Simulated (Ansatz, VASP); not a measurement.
## Two plane-wave programs on SiAs3

```
CELL_PARAMETERS angstrom
3.71322 2.14383 3.52704
-3.71322 2.14383 3.52704
0.00000 -4.28765 3.52704
ATOMIC_POSITIONS crystal
Si 0.27014 0.27014 0.27014
Si 0.72986 0.72986 0.72986
As 0.77383 0.27588 0.77383
As 0.77383 0.77383 0.27588
As 0.27588 0.77383 0.77383
As 0.22617 0.72412 0.22617
As 0.72412 0.22617 0.22617
As 0.22617 0.22617 0.72412
```

Change from the starting cell: species swapped into the SnP3 type (R-3m, No. 166).

Alike in both runs: functional PBE; k mesh 6 × 6 × 6; occupations gaussian, width 0.1 eV; no spin polarisation.

Ansatz relaxed the structure, and its values are those at the end. VASP's run is a single point on that final structure, the one shown.

|  | VASP | Ansatz |
| --- | --- | --- |
| version | VASP 6.6.1 | Ansatz 0.2.0 |
| potentials or method | VASP PAW PBE potentials, release 64 (Si, As) | scalar-relativistic, plane waves, PAW |
| plane-wave cutoff (eV) | 520 | 420 |
| valence electrons in the cell | 38 | 98 |

|  | VASP | Ansatz | Ansatz less VASP |
| --- | --- | --- | --- |
| gap on the k mesh at the Fermi level (eV) | none | none | - |
| pressure (GPa) | 0.2 | 0.0 | -0.22 |
| rms of the force components (eV/Å) | 0.025 | 0.001 | -0.0240 |

A gap of «none» marks a metal or a gap that the smearing closes. With one functional, cell and mesh, what is left measures potentials, basis and numerics. The two sets of potentials don't hold the same shells in valence.
